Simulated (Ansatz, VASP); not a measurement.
**One calculation of SrB5Te, two programs**

```
CELL_PARAMETERS angstrom
3.61633 0.00000 0.00000
0.00000 3.61633 0.00000
0.00000 0.00000 7.84479
ATOMIC_POSITIONS crystal
Sr 0.00000 0.00000 0.00000
B 0.00000 0.50000 0.26043
B 0.00000 0.50000 0.73957
B 0.50000 0.00000 0.26043
B 0.50000 0.00000 0.73957
B 0.50000 0.50000 0.00000
Te 0.00000 0.00000 0.50000
```

Change from the starting cell: species swapped into the HfGa5Ni type (P4/mmm, No. 123).

Alike in both runs: task relaxation of cell and atoms; functional PBE; k mesh 6 × 6 × 2; occupations gaussian, width 0.1 eV; no spin polarisation.

|  | VASP | Ansatz |
| --- | --- | --- |
| version | VASP 6.6.1 | Ansatz 0.2.0 |
| potentials or method | VASP PAW PBE potentials, release 64 (Sr_sv, B, Te) | scalar-relativistic, plane waves, PAW |
| plane-wave cutoff (eV) | 600 | 420 |
| valence electrons in the cell | 31 | 41 |

```tsv
	VASP	Ansatz	Ansatz less VASP
gap on the k mesh at the Fermi level, each at its own relaxed structure (eV)	none	none	-
relaxed volume (Å³/atom)	14.47	14.47	-0.006
relaxed cell length with the largest relative difference (Å)	7.849	7.861	+0.0116
```

A gap of «none» marks a metal or a gap that the smearing closes. The two sets of potentials don't hold the same shells in valence.

Caveats: the k mesh is coarse (spacing up to 0.40 Å⁻¹), so the values aren't converged. The runs have no spin-orbit coupling, so splittings on Te are missing.
